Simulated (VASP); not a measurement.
VASP ran on this input.

**KPOINTS**
```
Automatic mesh
0
Monkhorst-Pack
9 8 4
0 0 0
```

POSCAR:
```
FeAl
1
    2.9682000000     0.0000000000     0.0000000000
    0.0000000000     2.9682000000     0.0000000000
    0.0000000000     0.0000000000     2.9682000000
Al Fe
1 1
Direct
  0.5000000000   0.5000000000   0.5000000000
  0.0000000000   0.0000000000   0.0000000000
```

**INCAR**
```
SYSTEM = FeAl
PREC = Accurate
ENCUT = 400
EDIFF = 1E-6
NELM = 100
ALGO = Normal
LREAL = .FALSE.
LASPH = .TRUE.
ISMEAR = 1
SIGMA = 0.1
GGA = PE
LMAXMIX = 4
LWAVE = .FALSE.
LCHARG = .FALSE.
ISIF = 2
```

POTCAR, in this order: Al Fe (PBE.64 set). Program: vasp_std.

The run wrote:

standard output:
```
 POSCAR found type information on POSCAR AlFe
 POSCAR found :  2 types and       2 ions
 Reading from existing POTCAR
 Reading from existing POTCAR
 LDA part: xc-table for (Slater+PW92), standard interpolation

 -----------------------------------------------------------------------------
|                                                                             |
|           W    W    AA    RRRRR   N    N  II  N    N   GGGG   !!!           |
|           W    W   A  A   R    R  NN   N  II  NN   N  G    G  !!!           |
|           W    W  A    A  R    R  N N  N  II  N N  N  G       !!!           |
|           W WW W  AAAAAA  RRRRR   N  N N  II  N  N N  G  GGG   !            |
|           WW  WW  A    A  R   R   N   NN  II  N   NN  G    G                |
|           W    W  A    A  R    R  N    N  II  N    N   GGGG   !!!           |
|                                                                             |
|     Your reciprocal lattice and k-lattice belong to different lattice       |
|     classes:                                                                |
|                                                                             |
|        The reciprocal lattice is simple cubic,                              |
|        whereas your k-lattice is simple orthorhombic.                       |
|                                                                             |
|     Results are often still useful ...                                      |
|                                                                             |
 -----------------------------------------------------------------------------

 POSCAR, INCAR and KPOINTS ok, starting setup
 WAVECAR not read
 entering main loop
       N       E                     dE             d eps       ncg     rms          rms(c)
DAV:   1     0.255395089897E+02    0.25540E+02   -0.42105E+03   728   0.987E+02
DAV:   2    -0.133277805432E+02   -0.38867E+02   -0.37379E+02   722   0.165E+02
DAV:   3    -0.143907198226E+02   -0.10629E+01   -0.10474E+01   846   0.361E+01
DAV:   4    -0.144127298740E+02   -0.22010E-01   -0.21992E-01   947   0.475E+00
DAV:   5    -0.144131790361E+02   -0.44916E-03   -0.44914E-03   825   0.586E-01    0.132E+01
DAV:   6    -0.174595610604E+02   -0.30464E+01   -0.88355E+01   814   0.139E+02    0.215E+01
DAV:   7    -0.124775010434E+02    0.49821E+01   -0.45637E+01   803   0.873E+01    0.257E+00
DAV:   8    -0.124568469662E+02    0.20654E-01   -0.23191E-01   759   0.544E+00    0.159E+00
DAV:   9    -0.124429926351E+02    0.13854E-01   -0.54896E-02   863   0.363E+00    0.424E-01
DAV:  10    -0.124425336988E+02    0.45894E-03   -0.92095E-04   856   0.337E-01    0.148E-01
DAV:  11    -0.124425224731E+02    0.11226E-04   -0.22080E-05   921   0.542E-02    0.187E-02
DAV:  12    -0.124425221526E+02    0.32049E-06   -0.23321E-06   527   0.232E-02
   1 F= -.12442522E+02 E0= -.12442748E+02  d E =0.678550E-03
```

File OUTCAR:
```
------------------------ aborting loop because EDIFF is reached ----------------------------------------
  FORCE on cell =-STRESS in cart. coord.  units (eV):
  Direction    XX          YY          ZZ          XY          YZ          ZX
  --------------------------------------------------------------------------------------
  Total       -2.3984040     -2.3984040     -2.3984040      0.0000000      0.0000000      0.0000000
  in kB     -146.9445330   -146.9445330   -146.9445330      0.0000000      0.0000000      0.0000000
  external PRESSURE =    -146.9445330 kB  Pullay stress =       0.0000000 kB
  volume of cell :       26.15
      direct lattice vectors                 reciprocal lattice vectors
     2.968200000  0.000000000  0.000000000     0.336904521  0.000000000  0.000000000
     0.000000000  2.968200000  0.000000000     0.000000000  0.336904521  0.000000000
     0.000000000  0.000000000  2.968200000     0.000000000  0.000000000  0.336904521
 POSITION                                       TOTAL-FORCE (eV/Angst)
 -----------------------------------------------------------------------------------
      1.48410      1.48410      1.48410         0.000000      0.000000      0.000000
      0.00000      0.00000      0.00000         0.000000      0.000000      0.000000
 -----------------------------------------------------------------------------------
    total drift:                               -0.000000      0.000000      0.000000
  FREE ENERGIE OF THE ION-ELECTRON SYSTEM (eV)
  ---------------------------------------------------
  free  energy   TOTEN  =       -12.4425221526 eV

  energy  without entropy=      -12.4432007024  energy(sigma->0) =      -12.44274834
```
(Selected blocks of OUTCAR.)

Problem. Read input and log: which fault does this run have?
A. the mesh has unequal divisions along equivalent axes and breaks the lattice's symmetry
B. NBANDS is too small to hold all electrons
C. one atom is typed twice, on or next to the same site
D. ISPIN is misspelt, so the run is not spin-polarised

Solution. A, the mesh has unequal divisions along equivalent axes and breaks the lattice's symmetry. The run ends without an error. Against the sound run, the energy per atom (σ→0) rises by 0.027 eV/atom; the pressure increases by 0.52 GPa.

To mend it, correct KPOINTS.
KPOINTS:
```
Automatic mesh
0
Gamma
9 9 9
0 0 0
```
The mended run (PBE GGA, plane waves, VASP's PBE PAW potentials (set 64)) converges, and its OSZICAR ends with
```
   1 F= -.12495821E+02 E0= -.12496019E+02  d E =0.593065E-03
```

The compound is FeAl in the CsCl type structure. The cell was not relaxed at this level. The run is not spin-polarised, so no magnetic state was tried. The electron count is odd and the run is not spin-polarised, which forces a metal.
